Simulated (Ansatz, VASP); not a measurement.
Pt2F in VASP and in Ansatz

Contents of INCAR:

```
SYSTEM = Pt2F
  PREC = Accurate
  ENCUT = 520
  EDIFF = 1E-6
  ISMEAR = 0
  SIGMA = 0.1
  LREAL = .FALSE.
  LASPH = .TRUE.
  NELM = 100
  ALGO = Normal
  ISIF = 2
  LWAVE = .FALSE.
  LCHARG = .FALSE.
  GGA = PE
  NBANDS = 20
```

The input KPOINTS:

```
Automatic mesh
0
G
  12 12 18
  0 0 0
```

File POSCAR:

```
Pt2F
1.0
    4.4277943008      0.0000000000      0.0000000000
   -2.2138971504      3.8345823473      0.0000000000
    0.0000000000      0.0000000000      2.6380497987
Pt F
2 1
Direct
    0.3333333333      0.6666666667      0.5000000000
    0.6666666667      0.3333333333      0.5000000000
    0.0000000000      0.0000000000      0.0000000000
```

Input for Ansatz:

```yaml
crystal:
  lattice:
    - [4.4277943008, 0.0, 0.0]
    - [-2.2138971504, 3.8345823473, 0.0]
    - [0.0, 0.0, 2.6380497987]
  atoms:
    - { symbol: Pt, position: [0.3333333333, 0.6666666667, 0.5] }
    - { symbol: Pt, position: [0.6666666667, 0.3333333333, 0.5] }
    - { symbol: F, position: [0.0, 0.0, 0.0] }
basis:
  ecutwfc: 420
kpoints:
  mp_grid: { grid: [12, 12, 18] }
  band_path:
    path:
      - [[0.0, 0.0, 0.0], [0.5, 0.0, 0.0], [0.33333333, 0.33333333, 0.0], [0.0, 0.0, 0.0], [0.0, 0.0, 0.5], [0.5, 0.0, 0.5], [0.33333333, 0.33333333, 0.5], [0.0, 0.0, 0.5]]
      - [[0.5, 0.0, 0.5], [0.5, 0.0, 0.0]]
      - [[0.33333333, 0.33333333, 0.5], [0.33333333, 0.33333333, 0.0]]
    npoints: 14
hamiltonian:
  xc: pbe
scf:
  occupations: { method: gaussian, width: 0.1 }
  n_extra_bands: 7
output:
  forces: true
  stress: true
  eigenvalues: true
  populations: true
  dos: { projected: true, de: 0.02, nscf_kmesh: { grid: [15, 15, 22] } }
  bader: true
  write_density: true
  write_potential: true
  elf: true
  volumetric_format: npy
```

The cell was built by a generator and needn't be a form met in nature.

Alike in both runs: task single point; functional PBE; k mesh 12 × 12 × 18; occupations gaussian, width 0.1 eV; no spin polarisation.

|  | VASP | Ansatz |
| --- | --- | --- |
| version | VASP 6.6.1 | Ansatz 0.2.0 |
| potentials or method | VASP PAW PBE potentials, release 64 (Pt, F) | scalar-relativistic, plane waves, PAW |
| plane-wave cutoff (eV) | 520 | 420 |
| valence electrons in the cell | 27 | 43 |

```csv
,VASP,Ansatz,Ansatz less VASP
gap on the k mesh at the Fermi level (eV),none,none,-
pressure (GPa),-0.5,0.0,+0.47
```

A gap of «none» marks a metal or a gap that the smearing closes. The two sets of potentials don't hold the same shells in valence.

Caveats: an odd number of electrons without spin polarisation forces a metal; a magnetic or distorted state may lie lower. Spin-orbit coupling is left out, which matters for the levels of Pt.
